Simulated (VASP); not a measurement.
Data:

```xyz
2
Lattice="0.0000 2.7631 2.7631 2.7631 0.0000 2.7631 2.7631 2.7631 0.0000" Properties=species:S:1:pos:R:3 pbc="T T T"
Si     0.0000     0.0000     0.0000
Si     1.3815     1.3815     1.3815
```

The numbers are results of PBE GGA with D3 dispersion (Becke-Johnson damping), VASP's PBE PAW potentials (set 64) (plane waves; VASP), not measurements. Run with 520 eV cut-off, 8×8×8 Γ-centred mesh, Gaussian smearing of 0.050 eV, potentials Si.

Give the stress tensor in GPa (positive for a compressed cell).

```
-4.60   0.00   0.00
 0.00  -4.60   0.00
 0.00   0.00  -4.60
```
The pressure is its mean diagonal, -4.60 GPa.

The compound is Si in the diamond structure. This cell is one point of a volume scan, at 1.06 of the reference volume.
